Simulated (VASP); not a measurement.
TaSb (relaxed from the rock salt structure, space group Fm-3m): computed properties

Computed with PBEsol GGA, VASP's PBE PAW potentials (set 64) (plane waves; VASP 6.6.1).

```json
{
  "space_group": "Fm-3m (225)",
  "cell": "a = 5.5846 Å, b = 5.5846 Å, c = 5.5846 Å, α = 90.00°, β = 90.00°, γ = 90.00°",
  "volume_per_atom": "21.77 Å³/atom",
  "band gap (over mesh and band path)": "none (metal, semimetal or under 0.01 eV)",
  "density": "11.54 g/cm³"
}
```

Space group Fm-3m (No. 225); a = 5.585 Å, b = 5.585 Å, c = 5.585 Å, α = 90.00°, β = 90.00°, γ = 90.00°

```tsv
atom	site	symmetry	x	y	z
Ta	4a	m-3m	0.0000	0.0000	0.0000
Sb	4b	m-3m	0.5000	0.5000	0.5000
```
(The calculation used a cell of 2 atoms; values per cell refer to that cell.)

Unless said otherwise, spin-orbit coupling is left out, though it shifts the bands of the heavy elements here.

The structure was generated: TaSb was put into the rock salt type (Fm-3m), which need not be its known phase. It was relaxed first, which changed the volume by -41 %. Symmetry was kept, so distortions that lower it aren't found.
